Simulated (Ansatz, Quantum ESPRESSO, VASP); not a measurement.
**One calculation of MgB, 4 ways**

```
CELL_PARAMETERS angstrom
2.89515 0.00000 0.00000
0.00000 2.89515 0.00000
0.00000 0.00000 2.89515
ATOMIC_POSITIONS crystal
Mg 0.00000 0.00000 0.00000
B 0.50000 0.50000 0.50000
```

The cell comes from a database or a generator and needn't be the stable form of this composition.

Alike in all runs: task equation of state; functional PBE; k mesh 9 × 9 × 9; occupations fermi-dirac, width 0.05 eV; no spin polarisation; no spin-orbit coupling.

```tsv
program and potentials	plane-wave cutoff (eV)	notes	equilibrium volume (Å³/atom)	bulk modulus (GPa)
VASP, PBE PAW files B, Mg, 520 eV	520	-	12.13	83.8
Ansatz, all-electron LAPW, scalar-relativistic	-	-	12.15	82.8
Ansatz, Ansatz PAW (earlier soft set)	420	-	12.15	82.7
Quantum ESPRESSO, SSSP 1.3 efficiency PBE	748	-	12.12	84.1
```

The equilibrium volume spans 12.12 (Quantum ESPRESSO, SSSP 1.3 efficiency PBE) to 12.15 Å³/atom (Ansatz, Ansatz PAW (earlier soft set)), with all-electron results at 12.15. The bulk modulus spans 82.7 (Ansatz, Ansatz PAW (earlier soft set)) to 84.1 GPa (Quantum ESPRESSO, SSSP 1.3 efficiency PBE), with all-electron results at 82.8.

Differences between rows come from potentials, basis sets and numerical settings, since the functional is the same but for its coding. Runs on potential files found faulty are left out.
